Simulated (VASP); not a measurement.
Here is the system:

```
Tl
1.0
    1.79167    -3.10326     0.00000
    1.79167     3.10326     0.00000
    0.00000     0.00000     5.63897
Tl
2
Direct
  0.33333   0.66667   0.25000
  0.66667   0.33333   0.75000
```

Computed with PBE GGA, VASP's PBE PAW potentials (set 64) (plane waves; VASP 6.6.1). Run with 480 eV cut-off, 12×12×6 Γ-centred mesh, first-order Methfessel-Paxton smearing of 0.10 eV, potentials Tl_d.

Energy and stress use the plane-wave basis of the starting cell.

Task: The ions, cell shape and volume at an external pressure of 20.0 GPa are relaxed. Predict the relaxed structure.

Result: 
```
Tl
1.0
    1.59617    -2.76465     0.00000
    1.59617     2.76465     0.00000
    0.00000     0.00000     5.17940
Tl
2
Direct
  0.33333   0.66667   0.25000
  0.66667   0.33333   0.75000
```
Space group P6_3/mmc (194), at a tolerance of 0.03 Å.

Task: How do energy and volume change from the first to the last step?

Result: The energy (σ→0) changes by +385.3 meV/atom and the volume by -27.1 %, in 8 ionic steps.

```json
[
 {"step": "1", "E(σ→0) (eV)": "-4.4638", "max force (eV/Å)": "0.000", "pressure (GPa)": "0.09", "volume (Å³)": "62.71"},
 {"step": "2", "E(σ→0) (eV)": "-0.0922", "max force (eV/Å)": "0.000", "pressure (GPa)": "92.52", "volume (Å³)": "33.57"},
 {"step": "3", "E(σ→0) (eV)": "-3.8094", "max force (eV/Å)": "0.000", "pressure (GPa)": "17.74", "volume (Å³)": "46.76"},
 {"step": "4", "E(σ→0) (eV)": "-3.7396", "max force (eV/Å)": "0.000", "pressure (GPa)": "19.18", "volume (Å³)": "46.16"},
 {"step": "5", "E(σ→0) (eV)": "-3.6993", "max force (eV/Å)": "0.000", "pressure (GPa)": "20.00", "volume (Å³)": "45.83"},
 {"step": "6", "E(σ→0) (eV)": "-3.6987", "max force (eV/Å)": "0.000", "pressure (GPa)": "19.99", "volume (Å³)": "45.78"},
 {"step": "7", "E(σ→0) (eV)": "-3.6948", "max force (eV/Å)": "0.000", "pressure (GPa)": "19.98", "volume (Å³)": "45.73"},
 {"step": "8", "E(σ→0) (eV)": "-3.6932", "max force (eV/Å)": "0.000", "pressure (GPa)": "19.98", "volume (Å³)": "45.71"}
]
```

The compound is Tl in the hcp structure. This run relaxes it under an external pressure of 20 GPa. Symmetry was kept, so distortions that lower it aren't found.
